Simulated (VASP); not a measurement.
Level of theory: PBE GGA with D3 dispersion (Becke-Johnson damping), VASP's PBE PAW potentials (set 64) (plane waves; VASP).

The input files of a VASP run:

**INCAR**
```
# general
SYSTEM =CrO2
PREC   =Accurate
ENCUT  =520
LREAL  =F
LASPH  =T

# electronic loop
EDIFF  =1E-7
NELM   =100
ALGO   =Normal
LMAXMIX=4

# smearing
ISMEAR =-5

# functional
GGA    =PE
IVDW   =12

# spin
ISPIN  =2
MAGMOM =2.1 2.1 -0.1 -0.1 -0.1 -0.1

# ions
ISIF   =2

# output
LWAVE  =F
LCHARG =T
LORBIT =11
NEDOS  =601

# other
LEFG   =T
```

File KPOINTS:
```
Automatic mesh
0
Gamma
8 8 12
0 0 0
```

**POSCAR**
```
CrO2
1
    4.4212919695     0.0000000000     0.0000000000
   -0.0000000000     4.4212919695     0.0000000000
    0.0000000000     0.0000000000     2.9160832005
Cr O
2 4
Direct
  0.0000000000   1.0000000000   1.0000000000
  0.5000000000   0.5000000000   0.5000000000
  0.3031823860   0.3031823860   0.0000000000
  0.8031823860   0.1968176140   0.5000000000
  0.1968176140   0.8031823860   0.5000000000
  0.6968176140   0.6968176140   1.0000000000
```

POTCAR, in this order: Cr_pv O (PBE.64 set). Program: vasp_std.

Output

### OSZICAR
```
       N       E                     dE             d eps       ncg     rms          rms(c)
DAV:   1     0.613423414799E+03    0.61342E+03   -0.26637E+04 12600   0.178E+03
DAV:   2     0.774493305470E+01   -0.60568E+03   -0.56922E+03 13664   0.525E+02
DAV:   3    -0.642880214132E+02   -0.72033E+02   -0.70692E+02 14956   0.174E+02
DAV:   4    -0.662164981345E+02   -0.19285E+01   -0.18693E+01 14906   0.281E+01
DAV:   5    -0.662607404429E+02   -0.44242E-01   -0.44079E-01 15722   0.434E+00    0.415E+01
DAV:   6    -0.583511630038E+02    0.79096E+01   -0.16033E+02 14648   0.102E+02    0.387E+01
DAV:   7    -0.528251312152E+02    0.55260E+01   -0.10788E+02 15268   0.101E+02    0.187E+01
DAV:   8    -0.507024578537E+02    0.21227E+01   -0.72622E+00 14218   0.240E+01    0.706E+00
DAV:   9    -0.503276928482E+02    0.37477E+00   -0.20397E+00 16598   0.123E+01    0.236E+00
DAV:  10    -0.503440575491E+02   -0.16365E-01   -0.17901E-01 13972   0.373E+00    0.132E+00
DAV:  11    -0.503450473516E+02   -0.98980E-03   -0.27710E-02 16588   0.154E+00    0.575E-01
DAV:  12    -0.503445779125E+02    0.46944E-03   -0.34717E-03 17260   0.531E-01    0.267E-01
DAV:  13    -0.503443490589E+02    0.22885E-03   -0.13067E-03 15530   0.371E-01    0.872E-02
DAV:  14    -0.503443449404E+02    0.41186E-05   -0.14737E-04 15108   0.955E-02    0.464E-02
DAV:  15    -0.503443437612E+02    0.11792E-05   -0.26590E-05 15426   0.348E-02    0.193E-02
DAV:  16    -0.503443422107E+02    0.15505E-05   -0.60433E-06 16480   0.217E-02    0.558E-03
DAV:  17    -0.503443421586E+02    0.52093E-07   -0.82507E-07 13026   0.754E-03
   1 F= -.51477153E+02 E0= -.51477153E+02  d E =0.000000E+00  mag=     4.0001
```

**OUTCAR**
```
------------------------ aborting loop because EDIFF is reached ----------------------------------------
 Edisp (eV)   -1.13281
  FORCE on cell =-STRESS in cart. coord.  units (eV):
  Direction    XX          YY          ZZ          XY          YZ          ZX
  --------------------------------------------------------------------------------------
  Total       0.09512     0.09512     0.04918    -0.00000     0.00000     0.00000
  in kB       2.67360     2.67360     1.38228    -0.00000     0.00000     0.00000
  external pressure =        2.24 kB  Pullay stress =        0.00 kB
  volume of cell :       57.00
      direct lattice vectors                 reciprocal lattice vectors
     4.421291970  0.000000000  0.000000000     0.226178232  0.000000000  0.000000000
     0.000000000  4.421291970  0.000000000     0.000000000  0.226178232  0.000000000
     0.000000000  0.000000000  2.916083201     0.000000000  0.000000000  0.342925744
 POSITION                                       TOTAL-FORCE (eV/Angst)
 -----------------------------------------------------------------------------------
      0.00000      0.00000      0.00000         0.000000      0.000000      0.000000
      2.21065      2.21065      1.45804         0.000000      0.000000      0.000000
      1.34046      1.34046      0.00000         0.002471      0.002471     -0.000000
      3.55110      0.87019      1.45804         0.002471     -0.002471      0.000000
      0.87019      3.55110      1.45804        -0.002471      0.002471     -0.000000
      3.08083      3.08083      0.00000        -0.002471     -0.002471      0.000000
 -----------------------------------------------------------------------------------
    total drift:                                0.000000      0.000000     -0.000000
  FREE ENERGIE OF THE ION-ELECTRON SYSTEM (eV)
  ---------------------------------------------------
  free  energy   TOTEN  =       -51.4771528757 eV

  energy  without entropy=      -51.4771528757  energy(sigma->0) =      -51.47715288

 total charge

# of ion       s       p       d       tot
------------------------------------------
    1        0.367   6.466   4.030  10.863
    2        0.367   6.466   4.030  10.863
    3        1.572   3.465   0.000   5.037
    4        1.572   3.465   0.000   5.037
    5        1.572   3.465   0.000   5.037
    6        1.572   3.465   0.000   5.037
--------------------------------------------------
tot          7.023  26.791   8.060  41.874

 magnetization (x)

# of ion       s       p       d       tot
------------------------------------------
    1        0.024   0.032   2.041   2.097
    2        0.024   0.032   2.041   2.097
    3       -0.003  -0.071   0.000  -0.074
    4       -0.003  -0.071   0.000  -0.074
    5       -0.003  -0.071   0.000  -0.074
    6       -0.003  -0.071   0.000  -0.074
--------------------------------------------------
tot          0.038  -0.220   4.082   3.900

 Electric field gradients after diagonalization (V/A^2)
 (convention: |V_zz| > |V_xx| > |V_yy|)
----------------------------------------------------------------------
 ion       V_xx      V_yy      V_zz     asymmetry (V_yy - V_xx)/ V_zz
----------------------------------------------------------------------
   1      30.517    14.959   -45.476       0.342
   2      30.517    14.959   -45.476       0.342
   3     -22.478    -3.343    25.820       0.741
   4     -22.478    -3.343    25.820       0.741
   5     -22.478    -3.343    25.820       0.741
   6     -22.478    -3.343    25.820       0.741
```
(Selected blocks of OUTCAR.)

For a metal the tetrahedron method with Blöchl corrections gives inexact stress and forces.

The compound is CrO2 in the rutile structure. It was relaxed first.
